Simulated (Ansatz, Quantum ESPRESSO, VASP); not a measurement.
## Tl2Pd (C2/c, 6 atoms in the cell) computed with different codes at matched settings

Self-consistent single point, at a second geometry (lattice scaled by 0.98). First geometry:

```
CELL_PARAMETERS angstrom
      4.44427    -3.39927     0.00000
      4.44427     3.39927     0.00000
     -3.75125     0.00000     4.44635
ATOMIC_POSITIONS crystal
  Tl 0.49999 0.83217 0.16644
  Tl 0.50001 0.16783 0.83356
  Tl 0.16783 0.50001 0.33356
  Tl 0.83217 0.49999 0.66644
  Pd 0.00080 0.99920 0.25000
  Pd 0.99920 0.00080 0.75000
```

Shared settings, as Ansatz (a quantum-chemistry and plane-wave program) writes them: kpoints.mp_grid.grid = 3 3 4; scf.occupations.method = gaussian; scf.occupations.width = 0.01 Ry. Potentials and cutoffs stand in the table.

```json
[
 {"code": "Ansatz", "model": "LDA (PW92), PAW files made with PBE", "ΔF from the first geometry (meV/atom)": "-27.1", "pressure (GPa)": "-0.95", "largest force (eV/Å)": "0.056", "cutoff": "default"},
 {"code": "VASP", "model": "LDA (PZ), VASP's LDA PAW potentials (set 64)", "ΔF from the first geometry (meV/atom)": "-24.9", "pressure (GPa)": "-1.22", "largest force (eV/Å)": "0.055", "cutoff": "300 eV"},
 {"code": "Quantum ESPRESSO", "model": "LDA (PW92), PseudoDojo standard norm-conserving (LDA) pseudopotentials", "ΔF from the first geometry (meV/atom)": "-27.4", "pressure (GPa)": "-0.96", "largest force (eV/Å)": "0.055", "cutoff": "85 Ry"}
]
```

For VASP (by 0.6 GPa) the energy change implies a higher mean pressure, against the two pressures, than for the other programs: a sign of finite-basis (Pulay) stress.

Size of the force on each atom (eV/Å): Sizes of forces hide their directions.

```csv
code,Tl1,Tl2,Tl3,Tl4,Pd5,Pd6
Ansatz,0.056,0.056,0.056,0.056,0.020,0.020
VASP,0.055,0.055,0.055,0.055,0.023,0.023
Quantum ESPRESSO,0.055,0.055,0.055,0.055,0.021,0.021
```

On Ansatz's run: spin-orbit coupling is off. Spin polarisation is off.

The spread over the programs that give each value: ΔF from the first geometry within 2.5 meV/atom; pressure within 0.27 GPa; largest force within 0.001 eV/Å.

Ansatz's pressure is given at a fixed set of plane waves, as the other plane-wave codes print theirs. The same LDA comes in different parametrisations, which differ slightly.

The shared mesh is coarse (it stands for a supercell whose shortest vector is 16 Å), so the values are not converged in it.

VASP's run is marked for a possible Pulay error in its stress at this cutoff; no cutoff test was made.

The starting cell comes from a database of computed structures (which also holds hypothetical and non-ambient phases and stackings), without a prior relaxation at this level. Its lattice was rescaled by a random factor within 2.5 % of one. For this run, on top of that: lattice scaled by 0.98.

Left out of this page: ABINIT, GPAW, CP2K, Elk, FLEUR and SIESTA (not drawn, or without a comparable value).

Keys are those of Ansatz 0.2.
